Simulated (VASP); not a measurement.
OSZICAR of a VASP run on Os (hcp):

**OSZICAR**
```
       N       E                     dE             d eps       ncg     rms           ort
DAV:   1     0.233021039503E+03    0.23302E+03   -0.99609E+03  2376   0.167E+03
DAV:   2     0.847884515375E+02   -0.14823E+03   -0.13630E+03  2376   0.460E+02
DAV:   3     0.752332346539E+02   -0.95552E+01   -0.88335E+01  2376   0.102E+02
DAV:   4     0.749766063362E+02   -0.25663E+00   -0.25237E+00  2376   0.175E+01
DAV:   5     0.749732798638E+02   -0.33265E-02   -0.33236E-02  2376   0.174E+00
SDA:   6     0.569715106630E+02   -0.18002E+02   -0.33236E-02  2376   0.249E+01   0.000E+00
CGA:   7     0.561367237451E+02   -0.83479E+00   -0.83752E+00  2376   0.290E+00  -0.173E-01
CGA:   8     0.560332834608E+02   -0.10344E+00   -0.10198E+00  2376   0.139E-01   0.861E-02
CGA:   9     0.560254187005E+02   -0.78648E-02   -0.78844E-02  2376   0.284E-02  -0.825E-04
CGA:  10     0.560240819393E+02   -0.13368E-02   -0.13404E-02  2376   0.448E-03  -0.155E-04
CGA:  11     0.560239176166E+02   -0.16432E-03   -0.16119E-03  2376   0.479E-04   0.395E-04
CGA:  12     0.560238962852E+02   -0.21331E-04   -0.21033E-04  2376   0.519E-05   0.265E-05
SDA:  13     0.560238951931E+02   -0.10921E-05   -0.52736E-05  2376   0.963E-05  -0.632E-05
CGA:  14     0.560238930874E+02   -0.21056E-05   -0.23912E-05  2376   0.111E-05   0.241E-05
SDA:  15     0.560238927766E+02   -0.31086E-06   -0.35532E-06  2376   0.312E-06   0.454E-06
SDA:  16     0.560238923401E+02   -0.43648E-06   -0.43666E-06  2376   0.307E-06  -0.192E-06
SDA:  17     0.560238923394E+02   -0.63540E-09   -0.96607E-09  2376   0.296E-06   0.306E-06
   1 F= 0.56023892E+02 E0= 0.56024845E+02  d E =-.190608E-02
       N       E                     dE             ncg
```

Which electronic solver shows in the log?

It is blocked Davidson (ALGO = Normal, or the opening steps of other solvers) and then steepest descent (the opening step of the all-band solvers) and then all-band conjugate gradients (ALGO = All or Conjugate). The INCAR had ALGO = All.

Can the final energy be trusted as converged?

Self-consistency was reached. It stopped with EDIFF = 1E-7, NELM = 200 (revTPSS meta-GGA, plane waves, VASP's PBE PAW potentials (set 64)).

The compound is Os in the hcp structure. It was relaxed first.
